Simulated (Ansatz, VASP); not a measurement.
# InH3 in two plane-wave programs, part 2 of 2

Wanted: the spread between two codes on one cell, functional and k mesh. The cell is generated by rule, not measured, and may not be a known phase. The cell is taken from a series of runs on this material, whose earlier steps may have relaxed, scaled, displaced or heated it; both programs get it as it stands.

VASP 6.6.1 and Ansatz 0.2.0.

So far: Starting point; VASP: zone-centre phonons, PBEsol.

The structure was built from a prototype and need not be the compound's stable phase.

### 3. Ansatz: zone-centre phonons, PBEsol

Level of this step: Ansatz beside VASP: Kohn-Sham DFT, plane waves, PBEsol (Ansatz).

Ansatz runs on its default PAW (the set named soft_2) files.

The same cell, functional, mesh and smearing now go to Ansatz, which takes its cutoff from its data sets.

input.yaml

```yaml
crystal:
  lattice:
    - [3.8226931498, 0.0, 0.0]
    - [0.0, 3.8226931498, 0.0]
    - [0.0, 0.0, 3.8226931498]
  atoms:
    - { symbol: In, position: [0.0, 0.0, 0.0] }
    - { symbol: H, position: [0.5, 0.0, 0.0] }
    - { symbol: H, position: [0.0, 0.5, 0.0] }
    - { symbol: H, position: [0.0, 0.0, 0.5] }
kpoints:
  mp_grid: { grid: [10, 10, 10] }
hamiltonian:
  xc: pbesol
scf:
  occupations: { method: methfessel_paxton, width: 0.15 }
output:
  eigenvalues: true
phonons:
  method: dfpt
  qmesh: [2, 2, 2]
  temperatures: { t_max: 1000, t_step: 50 }
  qpath:
    path:
      - [[0.0, 0.0, 0.0], [0.0, 0.5, 0.0], [0.5, 0.5, 0.0], [0.0, 0.0, 0.0], [0.5, 0.5, 0.5], [0.0, 0.5, 0.0]]
      - [[0.5, 0.5, 0.5], [0.5, 0.5, 0.0]]
    npoints: 10
```

Command:

```
$ ansatz run input.yaml --threads 4 --pin off --max-ram 7168MiB --backend cpu --events-out ev --progress --plain --runs-dir out
```

Numbers of over 12 decimals in the logs are rounded to 6 here.

Log:

```text
Engine: ansatz 0.2.0, aarch64-unknown-linux-gnu
Pseudopotentials: kind: paw
Pseudopotential: In, paw, valence charge 13, recommended cutoff 420 eV (normal), In.paw.azcp
Pseudopotential: H, paw, valence charge 1, recommended cutoff 420 eV (normal), H.paw.azcp
Functional definition: PBEsol
  exchange = pbesol_x
  correlation = pbesol_c
Crystal: 4 atoms, lattice volume = 55.861 Å³
Basis set: ecut = 420 eV, 1045 PW (Γ), exchange–correlation on 54×54×54 points (8 copies of the dense FFT grid, shifted against one another)
Bands: 12, of which v1, the nominal top of the filled ones, is band 8 counted from 1 (7 counted from 0)
Symmetry: 48 space group operations
k-points: 56 of 1000
Non-local potential: In, projectors of the file, l = 0: 2, l = 1: 2, l = 2: 2, l = 3: 2
Non-local potential: H, projectors of the file, l = 0: 2, l = 1: 1
PAW form: soft (Blöchl's): semilocal exchange-correlation on the pseudo side does not see the compensation charge
PAW frozen core: In, regenerated for the run's functional, and the local potential with it (the file was generated under x = pbe(κ = 0.804, μ = 0.219515), c = pbe(β = 0.066725))
PAW one-centre angular grid: In, 590 points (default); XC on 64 Gauss nodes
PAW one-centre angular grid: H, 110 points (default); XC on 64 Gauss nodes
Initial density: superposition of atomic densities (neutral atoms: chi_scale 0, normalization atom), corrected by the library's trained network
Initial wavefunctions: pseudopotential atomic-orbital guess
Functional: x = pbesol(κ = 0.804, μ = 0.123457), c = pbesol(β = 0.046)
SCF iter   1: F=—  HF=-5571.032215 eV  |F-HF|=—  |Δ(HF+E_count)|=         —  Δρ=8.20e-3  dr2=2.28e-2  ethr=1.77e-3  ⟨swp⟩=5.3  Hψ=3971  notcnv=0
preconditioner: auto → LDOS  [metal: Δε(μ)=0.035 eV  Ē_g=15.846 eV  σ=0.150 eV  W_gap=0.19  n_scr=6 (ndim 8)  ℏωp=19.9 eV  f_vac=0.166  D(μ)=1.10/eV (n_scr^D=6)  β→1.0]
SCF iter   2: F=—  HF=-5571.026003 eV  |F-HF|=—  |Δ(HF+E_count)|=   6.21e-3  S|Δr|=    0.00e0  Δρ=2.97e-3  dr2=3.67e-3  ethr=1.42e-4  ⟨swp⟩=2.8  Hψ=1615  notcnv=0
SCF iter   3: F=—  HF=-5571.025095 eV  |F-HF|=—  |Δ(HF+E_count)|=   9.07e-4  S|Δr|=    0.00e0  Δρ=1.47e-3  dr2=6.73e-4  ethr=2.29e-5  ⟨swp⟩=2.1  Hψ=1091  notcnv=0
SCF iter   4: F=—  HF=-5571.024900 eV  |F-HF|=—  |Δ(HF+E_count)|=   1.96e-4  S|Δr|=    0.00e0  Δρ=2.23e-4  dr2=1.86e-5  ethr=4.20e-6  ⟨swp⟩=2.1  Hψ=1002  notcnv=0
SCF iter   5: F=—  HF=-5571.024898 eV  |F-HF|=—  |Δ(HF+E_count)|=   1.80e-6  S|Δr|=    0.00e0  Δρ=9.88e-6  dr2=2.87e-8  ethr=1.16e-7  ⟨swp⟩=2.0  Hψ=1124  notcnv=0
SCF iter   6: F=—  HF=-5571.024895 eV  |F-HF|=—  |Δ(HF+E_count)|=   2.40e-6  S|Δr|=    0.00e0  Δρ=1.42e-6  dr2=1.34e-9  ethr=1.79e-10  ⟨swp⟩=2.2  Hψ=901  notcnv=0
SCF iter   7: F=—  HF=-5571.024895 eV  |F-HF|=—  |Δ(HF+E_count)|=  2.54e-10  S|Δr|=    0.00e0  Δρ=2.23e-7  dr2=3.11e-11  ethr=8.37e-12  ⟨swp⟩=2.2  Hψ=1096  notcnv=0
SCF iter   8: F=-5571.024895 eV  HF=-5571.024895 eV  |F-HF|=9.09e-13  |Δ(HF+E_count)|=  7.28e-12  S|Δr|=    0.00e0  Δρ=3.25e-8  dr2=5.09e-13  ethr=1.00e-12  ⟨swp⟩=6.6  Hψ=3645  notcnv=0
SCF 1 converged in 8 iterations: F = -5571.024895 eV  dr2 = 5.09e-13
  greatest PAW one-centre occupation: 0.981 electrons in one spin orbital (limit 2), on the In atom at site 0 (counted from 0), in its partial waves of l = 2
Initial density: read from a saved state, or passed on in memory by an earlier SCF of this step, an earlier step, the calling program or the single point that the run made first
iter 1 solved again at ethr=7.30e-7 eV; its pass at ethr=3.10e-3 eV (dr2=1.17e-4 eV) is discarded
SCF iter   1: F=—  HF=-5571.024895 eV  |F-HF|=—  |Δ(HF+E_count)|=         —  Δρ=1.27e-6  dr2=4.38e-10  ethr=7.30e-7  ⟨swp⟩=2.1  Hψ=5467  notcnv=0
eigensolver tolerance schedule: the retry pair's looser diagonalisation over-reported the residual by 266758.13 of it (diagonalisation noise at an unbounded share of the residual, at the tolerance the schedule requests for it); recorded, not acted on — ethr = c·dr2/N_el stays at c = 1.0e-1
preconditioner: auto → LDOS  [metal: Δε(μ)=0.079 eV  Ē_g=15.885 eV  σ=0.150 eV  W_gap=0.42  n_scr=6 (ndim 8)  ℏωp=19.9 eV  f_vac=0.154  D(μ)=1.12/eV (n_scr^D=6)  β→1.0]
SCF iter   2: F=—  HF=-5571.024895 eV  |F-HF|=—  |Δ(HF+E_count)|=   6.68e-7  S|Δr|=    0.00e0  Δρ=1.99e-6  dr2=1.24e-9  ethr=2.74e-12  ⟨swp⟩=4.0  Hψ=1701  notcnv=0
SCF iter   3: F=—  HF=-5571.024895 eV  |F-HF|=—  |Δ(HF+E_count)|=  5.98e-10  S|Δr|=    0.00e0  Δρ=7.42e-7  dr2=1.47e-10  ethr=2.74e-12  ⟨swp⟩=2.0  Hψ=1034  notcnv=0
SCF iter   4: F=—  HF=-5571.024895 eV  |F-HF|=—  |Δ(HF+E_count)|=  3.73e-11  S|Δr|=    0.00e0  Δρ=4.75e-7  dr2=6.24e-11  ethr=1.00e-12  ⟨swp⟩=1.0  Hψ=675  notcnv=0
SCF iter   5: F=—  HF=-5571.024895 eV  |F-HF|=—  |Δ(HF+E_count)|=  1.55e-11  S|Δr|=    0.00e0  Δρ=3.04e-7  dr2=2.56e-11  ethr=1.00e-12  ⟨swp⟩=1.0  Hψ=672  notcnv=0
SCF iter   6: F=—  HF=-5571.024895 eV  |F-HF|=—  |Δ(HF+E_count)|=  3.64e-12  S|Δr|=    0.00e0  Δρ=2.29e-7  dr2=1.45e-11  ethr=1.00e-12  ⟨swp⟩=1.0  Hψ=672  notcnv=0
SCF iter   7: F=-5571.024895 eV  HF=-5571.024895 eV  |F-HF|=2.73e-12  |Δ(HF+E_count)|=  2.73e-12  S|Δr|=    0.00e0  Δρ=1.12e-7  dr2=3.53e-12  ethr=1.00e-12  ⟨swp⟩=2.0  Hψ=1341  notcnv=0
SCF 2 converged in 7 iterations: F = -5571.024895 eV  dr2 = 3.53e-12
phonons: the bands overlap, so this run is a metal and interpolates without the dipole-dipole term. If the crystal is really an insulator or semiconductor, its LO-TO splitting is missing
NSCF: frozen V_eff on 56 k-points
NSCF: frozen V_eff on 216 k-points
DFPT response loops at q = (0, 0, 0) (fractional): preconditioner auto → none (partly filled bands, converged f_vac=0.154); β = 0.50; Broyden in place of MSR1
NSCF: frozen V_eff on 432 k-points
DFPT response loops at q = (0, 0, -0.5) (fractional): mixed as the last ones told, above
NSCF: frozen V_eff on 432 k-points
DFPT response loops at q = (0, -0.5, -0.5) (fractional): mixed as the last ones told, above
NSCF: frozen V_eff on 432 k-points
DFPT response loops at q = (-0.5, -0.5, -0.5) (fractional): mixed as the last ones told, above
SCF converged after 8 iterations
Stability not checked: this state was not tested for a lower state beside it, because cold or Methfessel-Paxton smearing, or corrected tetrahedra, fill the levels in a way that the test cannot read (fill_not_monotonic; see scf.lower_state_search)
Free energy (F): -5571.024895 eV
Harris-Foulkes:  -5571.024895 eV  (|F-HF|=9.09e-13)
Internal energy: -5571.022350 eV  (E = F + TS)
E sigma→0 (E₀):  -5571.024259 eV
Entropy (-TS):   -0.002546 eV (-0.636 meV/atom)
Fermi energy:    2.770667 eV
--- Per-component energies (eV) ---
  E_band       = -119.803305
  E_kinetic    = 282.437769
  E_local      = -1587.279125  (includes V_loc(G=0)·N_el)
  E_nonlocal   = 373.014484
  E_hartree    = 625.525542
  E_xc         = -238.438737
  E_vxc        = -132.493083  (∫ρ·V_xc dr)
  E_paw        = -4086.690034  (= ΣΔE_a)
  E_vpaw       = -306.530901  (= ΣTr[D̂ρ^β])
  E_aug_tail   = -0.003500  (compensation charges beyond the density's cutoff)
  E_ewald      = -939.824652
  E_core_change = 0.235902  (= ΣΔE_core)
  E_smearing   = -0.002546  (= −TS)
  E_closure    = -0.000000  (closes the sum)
  Σ components = -5571.024895   (vs F -5571.024895, Δ=0.00e0)
--- Band table (eV; the first three rows and the last of 56) ---
  k-point 0: bands = [... 4 lower, -11.0805, -5.9820, 3.0276, 3.0276, 6.6592, 6.6592, 6.6592, 10.1416]
  k-point 1: bands = [... 4 lower, -11.0803, -5.8968, 2.3818, 3.0491, 6.7430, 6.7430, 7.0229, 10.6002]
  k-point 2: bands = [... 4 lower, -11.0798, -5.6426, 1.0839, 3.1084, 6.9791, 6.9791, 7.5953, 11.7533]
  k-point 55: bands = [... 4 lower, -11.1514, -0.9590, -0.9590, -0.9590, 0.5628, 8.3130, 8.3130, 8.3130]
--- Phonons (Γ-DFPT): 3 representative perturbations + reference (Σ response iterations 10) ---
  ASR residual: 1.350e-5 → 0.000e0 eV/Å²; symmetrization residual: 6.015e-7 eV/Å²
  ASR residual per site (eV/Å²): 1.35e-5 5.56e-6 5.56e-6 5.56e-6
  Γ frequencies (cm⁻¹): 0.00 0.00 0.00 336.83 336.83 336.83 433.58 433.58 433.58 1513.84 1513.84 1513.84
--- Phonons (arbitrary-q DFPT): 4 irreducible q on the 2×2×2 mesh ---
  q = [0.0000, 0.0000, 0.0000] (star 1, of the zone-centre solve; hermiticity 1.51e-7, symmetrization 3.01e-13): -0.00 -0.00 0.00 336.83 336.83 336.83 433.58 433.58 433.58 1513.84 1513.84 1513.84
  q = [0.0000, 0.0000, -0.5000] (star 3, 7 solved perturbations in 1332 linear systems a pass and spin channel, the states on 216 of 1000 k-point pairs; hermiticity 1.06e-7, symmetrization 6.28e-13): 40.97 40.97 160.97 389.94 389.94 460.31 521.74 521.74 612.02 1403.42 1502.41 1502.41
  q = [0.0000, -0.5000, -0.5000] (star 3, 7 solved perturbations in 1332 linear systems a pass and spin channel, the states on 216 of 1000 k-point pairs; hermiticity 1.13e-7, symmetrization 4.44e-13): -57.95 49.46 162.72 162.72 522.56 522.56 531.51 531.51 658.96 703.92 1489.99 1581.00
  q = [-0.5000, -0.5000, -0.5000] (star 1, 3 solved perturbations in 468 linear systems a pass and spin channel, the states on 216 of 1000 k-point pairs; hermiticity 9.29e-14, symmetrization 6.36e-12): 32.08 32.08 32.08 172.68 172.68 172.68 671.20 671.20 671.20 836.60 836.60 1663.93
  sum rule: each row above includes the acoustic sum rule's correction from the zone centre's row sums; it moved no ω² by more than (1.22 cm⁻¹)²
  mesh force constants: q→R imaginary residual 2.54e-47; ASR residual 1.350e-5 → 0.000e0 eV/Å²; symmetrization residual 9.770e-15 eV/Å²
  interpolated dispersion: 62 rows × 12 modes
  density of states and harmonic sums: on the 16×16×16 q-mesh, interpolated from the force constants of a 2×2×2 supercell (no non-analytic term)
  largest difference from the sums on the solved wave vectors: F 4.45e-2 eV, S 1.08e-4 and C_V 6.36e-5 eV/K
  zero-point energy: 0.445060 eV/cell   skipped modes (ω ≤ 0): 9, of them read as no rigid motion or as one in doubt: 6 (8.057e-3 modes/cell left out, lowest -57.95 cm⁻¹)   left out of the sums: 7.32e-4 of the cell's modes: C_V's classical limit lies that fraction below 3 k_B per atom; for a crystal, a wire or a layer, F and S can be off by more, and a phonons.interpolated_qmesh denser along its periods is the remedy for the sampling
```

In the SCF lines HF is the Harris–Foulkes energy and dr2 the Hartree energy of the density residual, in eV; the loop may stop once dr2 is under the threshold and the program's other checks hold. Hψ counts applications of the Hamiltonian.

### 4. Comparison

Known differences besides the potentials themselves: VASP's run holds the zone centre alone; the cutoff is 420 eV in Ansatz and 500 eV in VASP; Ansatz makes its cores anew for this functional, VASP keeps those of its PBE data sets. Total energies have different zeros and are not compared.

Compared:

```tsv
quantity	Ansatz	VASP	difference
optical mode 1 to 3 (cm⁻¹)	336.8	334.7	+0.64 %
optical mode 4 to 6 (cm⁻¹)	433.6	432.5	+0.24 %
optical mode 7 to 9 (cm⁻¹)	1513.8	1520.6	-0.45 %
```

Modes are paired by rising frequency, not by their patterns, so a pair may set unlike modes beside each other; they are those without the splitting of longitudinal modes.

### 5. Summary of results

| Item | Value |
| --- | --- |
| r.m.s. difference of the optical zone-centre modes, each program's sorted by frequency (zone-centre phonons, PBEsol) | 4.2 cm⁻¹ |
| difference in optical mode 1 to 3 (zone-centre phonons, PBEsol) | +0.6 % |

**Reading.** The r.m.s. difference of the optical zone-centre modes, each program's sorted by frequency is 4.2 cm⁻¹ (zone-centre phonons, PBEsol). Among the rows given in per cent, the largest difference of the zone-centre phonons, PBEsol pair is in optical mode 1 to 3, +0.6 %. How closely two codes agree says nothing of how well the functional describes the real material.

[Lines on the potential files, build, host, timing and source positions are cut from VASP's logs without a mark.]

[Logs are printed without paths, hosts, clocks, repeated set-up lines and the standing remarks that a program may print on its own settings, such as how far it seeks lower states.]

[Hosts, paths, dates, database ids (printed as entryN), source tags and the programs' standing remarks are cut or masked in the printed files.]
